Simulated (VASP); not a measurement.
Data:

```
WTe2
1.0
    6.60940     0.00000     0.00000
    0.00000     6.60940     0.00000
    0.00000     0.00000     6.60940
W Te
4 8
Direct
  0.00000   0.00000   0.00000
  0.50000   0.50000   0.00000
  0.00000   0.50000   0.50000
  0.50000   0.00000   0.50000
  0.36157   0.36157   0.36157
  0.86157   0.13843   0.63843
  0.63843   0.86157   0.13843
  0.13843   0.63843   0.86157
  0.63843   0.63843   0.63843
  0.13843   0.86157   0.36157
  0.36157   0.13843   0.86157
  0.86157   0.36157   0.13843
```

Level of theory: PBEsol GGA, VASP's PBE PAW potentials (set 64) (plane waves; VASP). Numerical set-up: 400 eV cut-off, Gaussian smearing of 0.050 eV, potentials W_sv Te.

Unless said otherwise, spin-orbit coupling is left out, though it shifts the bands of the heavy elements here.

### Question
What does the run give for the band gap (along the path) with the smallest direct gap where there is one?

### Answer

| Item | Value |
|---|---|
| band gap (along the path) | none (metal, semimetal or under 0.01 eV) |

Only differences to runs with the same potentials and settings are physical.

The structure was generated: Te2W was put into the pyrite type (Pa-3), which need not be its known phase. It was relaxed first, which changed the volume by -28 %.
